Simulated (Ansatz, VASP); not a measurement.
# ZrAlGe (ZrAlGe in the AlB2 type): VASP beside Ansatz, part 2 of 2

Wanted: the spread between two codes on one cell, functional and k mesh. The cell is generated by rule, not measured, and may not be a known phase. Of the first pair: The two relaxations start from unlike cells of this crystal (the structure described is Ansatz's start), so only their ends are compared.

VASP 6.6.1 and Ansatz 0.2.0.

So far: Starting point; VASP: relaxation of cell and atoms, PBE; Ansatz: relaxation of cell and atoms, PBE; Side by side.

**5. Ansatz: zone-centre phonons, PBE**

Level of this step: Ansatz beside VASP: Kohn-Sham DFT, plane waves, PBE (Ansatz).

Second derivatives magnify differences that forces hide, and they need a tight electronic threshold.

The cell is taken from a series of runs on this material, whose earlier steps may have relaxed, scaled, displaced or heated it; both programs get it as it stands.

File input.yaml:

```yaml
crystal:
  lattice:
    - [4.2267277113, -2.9794e-06, 0.0]
    - [-2.1133612754, 3.6604550626, 0.0]
    - [0.0, 0.0, 3.5610705524]
  atoms:
    - { symbol: Zr, position: [0.0, 0.0, 0.0] }
    - { symbol: Al, position: [0.3333333333, 0.6666666667, 0.5] }
    - { symbol: Ge, position: [0.6666666667, 0.3333333333, 0.5] }
kpoints:
  mp_grid: { grid: [4, 4, 4] }
hamiltonian:
  xc: pbe
  pseudopotentials: { kind: paw, azcp: { folder: soft_1 } }
scf:
  occupations: { method: methfessel_paxton, width: 0.2 }
output:
  eigenvalues: true
phonons:
  method: dfpt
  qmesh: [2, 2, 2]
  temperatures: { t_max: 1000, t_step: 50 }
  qpath:
    path:
      - [[0.0, 0.0, 0.0], [0.5, 0.0, 0.0], [0.33333333, 0.33333333, 0.0], [0.0, 0.0, 0.0], [0.0, 0.0, 0.5], [0.5, 0.0, 0.5], [0.33333333, 0.33333333, 0.5], [0.0, 0.0, 0.5]]
      - [[0.5, 0.0, 0.5], [0.5, 0.0, 0.0]]
      - [[0.33333333, 0.33333333, 0.5], [0.33333333, 0.33333333, 0.0]]
    npoints: 10
```

Launch:

```sh
$ ansatz run input.yaml --threads 4 --pin off --max-ram 12288MiB --backend cpu --events-out ev --progress --plain --runs-dir out
```

Numbers of over 12 decimals in the logs are rounded to 6 here.

What it wrote:

```text
[...]
Crystal: 3 atoms, lattice volume = 55.096 Å³
Basis set: ecut = 420 eV, 1049 PW (Γ), exchange–correlation on 60×60×48 points (8 copies of the dense FFT grid, shifted against one another)
Bands: 19, of which v1, the nominal top of the filled ones, is band 15 counted from 1 (14 counted from 0)
Symmetry: 12 space group operations
k-points: 12 of 64 (time reversal used)
[...]
largest difference from the sums on the solved wave vectors: F 1.31e-1 eV, S 1.72e-4 and C_V 4.08e-5 eV/K
  zero-point energy: 0.097296 eV/cell   skipped modes (ω ≤ 0): 104, of them read as no rigid motion or as one in doubt: 101 (2.793e-1 modes/cell left out, lowest -62.33 cm⁻¹)   left out of the sums: 3.11e-2 of the cell's modes: C_V's classical limit lies that fraction below 3 k_B per atom; for a crystal, a wire or a layer, F and S can be off by more, and a phonons.interpolated_qmesh denser along its periods is the remedy for the sampling
[key lines of the parts left out:]
SCF converged after 9 iterations
Free energy (F): -9017.256338 eV
Fermi energy:    12.670875 eV
```

**6. VASP: zone-centre phonons, PBE**

The same cell, functional, mesh and smearing now go to VASP, with its own data sets.

File INCAR:

```
SYSTEM = ZrAlGe
PREC = Accurate
ENCUT = 500
EDIFF = 1E-08
NELM = 120
ISMEAR = 1
SIGMA = 0.2
LREAL = .FALSE.
ALGO = Normal
GGA = PE
NBANDS = 20
LASPH = .TRUE.
LORBIT = 11
LWAVE = .FALSE.
LCHARG = .FALSE.
ISIF = 2
IBRION = 8
GGA_COMPAT = .FALSE.
KPAR = 2
```

File POSCAR:

```
ZrAlGe
1.0
    4.2267277113     -0.0000029794      0.0000000000
   -2.1133612754      3.6604550626      0.0000000000
    0.0000000000      0.0000000000      3.5610705524
Zr Al Ge
1 1 1
Direct
    0.0000000000      0.0000000000      0.0000000000
    0.3333333333      0.6666666667      0.5000000000
    0.6666666667      0.3333333333      0.5000000000
```

File KPOINTS:

```
Automatic mesh
0
Gamma
4 4 4
0 0 0
```

Potentials, in the order of the species: Zr_sv, Al and Ge_d (PBE family, release 64).

Launch:

```sh
$ mpirun -np 2 vasp_std
```

What it wrote:

```text
[... set-up lines as in an earlier step ...]
 entering main loop
       N       E                     dE             d eps       ncg     rms          rms(c)
DAV:   1     0.256076905358E+03    0.25608E+03   -0.13685E+04   552   0.279E+03
DAV:   2     0.105778590628E+02   -0.24550E+03   -0.23748E+03   492   0.666E+02
DAV:   3    -0.172234940226E+02   -0.27801E+02   -0.27208E+02   556   0.140E+02
DAV:   4    -0.188674733453E+02   -0.16440E+01   -0.16354E+01   852   0.310E+01
[...]
DAV:  13    -0.176834946507E+02   -0.49590E-07   -0.71197E-07   684   0.486E-03    0.136E-03
DAV:  14    -0.176834945531E+02    0.97535E-07   -0.35902E-08   504   0.149E-03    0.615E-04
DAV:  15    -0.176834945488E+02    0.43260E-08   -0.24196E-09   336   0.694E-04
   1 F= -.17683495E+02 E0= -.17687435E+02  d E =0.118213E-01
 Linear response reoptimize wavefunctions to high precision
DAV:   1    -0.176834945553E+02   -0.65043E-08   -0.22205E-09   424   0.402E-04
DAV:   2    -0.176834945553E+02    0.25011E-10   -0.20326E-10   328   0.144E-04
 Linear response DOF=           6
 Linear response progress:
[...]
RMM:  18    -0.198670888652E+00   -0.18774E-07   -0.76414E-08  3006   0.426E-04    0.498E-05
RMM:  19    -0.198670787833E+00    0.10082E-06   -0.10267E-07  2884   0.441E-04    0.153E-05
RMM:  20    -0.198670782440E+00    0.53930E-08   -0.89985E-08  2925   0.409E-04    0.331E-05
 first order change of Fermi-energy   0.33304E-05
 force on displaced ion       3 direction 1 : -10.720   0.003   0.000
 Linear response progress:
  Degree of freedom:   6/  6
       N       E                     dE             d eps       ncg     rms          rms(c)
RMM:   1    -0.185231916747E+00   -0.18523E+00    0.10359E+01   638   0.581E+01
RMM:   2    -0.192084016566E+00   -0.68521E-02   -0.11014E-02   907   0.608E-01    0.458E-02
RMM:   3    -0.192205381175E+00   -0.12136E-03   -0.82254E-04   999   0.171E-01    0.279E-02
RMM:   4    -0.192397743607E+00   -0.19236E-03   -0.14088E-04  1076   0.630E-02    0.437E-03
[...]
RMM:  23    -0.192408606986E+00   -0.25056E-07   -0.53345E-07  1217   0.408E-04    0.962E-06
RMM:  24    -0.192408616818E+00   -0.98327E-08   -0.46949E-07  1103   0.397E-04    0.861E-06
RMM:  25    -0.192408619945E+00   -0.31272E-08   -0.48111E-07  1121   0.392E-04    0.859E-06
 first order change of Fermi-energy   0.28445E-04
 force on displaced ion       3 direction 3 :  -0.000   0.000  -2.554
 Linear response finished
```

OUTCAR, selected parts (step 6):

```text
  Total        0.3655576      0.3655576      0.3871602      0.0000000     -0.0000000      0.0000000
  in kB       10.6303271     10.6303271     11.2585274      0.0000000     -0.0000000      0.0000000
  external PRESSURE =      10.8397272 kB  Pullay stress =       0.0000000 kB

 POSITION                                       TOTAL-FORCE (eV/Angst)
 -----------------------------------------------------------------------------------
      0.00000      0.00000      0.00000        -0.000000      0.000000      0.000000
      0.00000      2.44030      1.78054         0.000000     -0.000000      0.000000
      2.11336      1.22015      1.78054        -0.000000      0.000000      0.000000
 -----------------------------------------------------------------------------------
    total drift:                                0.000000     -0.000000      0.000000

[... 2 further parts left out ...]
```

The k-mesh is coarse for a metal.

**7. Side by side**

What differs besides the data sets and the points named for the pairs above, as far as they apply: VASP's run holds the zone centre alone. Total energies have different zeros and are not compared.

The two programs side by side:

| quantity | Ansatz | VASP | difference |
| --- | --- | --- | --- |
| optical mode 1 (cm⁻¹) | 89.0 | 90.0 | -1.17 % |
| optical mode 2 to 3 (cm⁻¹) | 141.6 | 141.8 | -0.10 % |
| optical mode 4 (cm⁻¹) | 232.3 | 233.4 | -0.47 % |
| optical mode 5 to 6 (cm⁻¹) | 384.3 | 384.0 | +0.07 % |

Modes are paired by rising frequency, not by their patterns, so a pair may set unlike modes beside each other; they are those without the splitting of longitudinal modes.

**8. Summary of results**

```
difference in volume (relaxation of cell and atoms, PBE)                                                          : -0.042 %
r.m.s. difference of the optical zone-centre modes, each program's sorted by frequency (zone-centre phonons, PBE) : 0.65 cm⁻¹
difference in optical mode 1 (zone-centre phonons, PBE)                                                           : -1.2 %
```

The difference in volume is -0.042 % (relaxation of cell and atoms, PBE), within the 1.2 % picked in this series as the mark of a large difference, as far as the stopping tolerances let one tell. Among the rows given in per cent, the largest difference of the zone-centre phonons, PBE pair is in optical mode 1, -1.2 %. 1 further run of this series is not shown here. How closely two codes agree says nothing of how well the functional describes the real material.

[Lines on the potential files, build, host, timing and source positions are cut from VASP's logs without a mark.]

[Logs are printed without paths, hosts, clocks, repeated set-up lines and the standing remarks that a program may print on its own settings, such as how far it seeks lower states.]

[Hosts, paths, dates, database ids (printed as entryN), source tags and the programs' standing remarks are cut or masked in the printed files.]
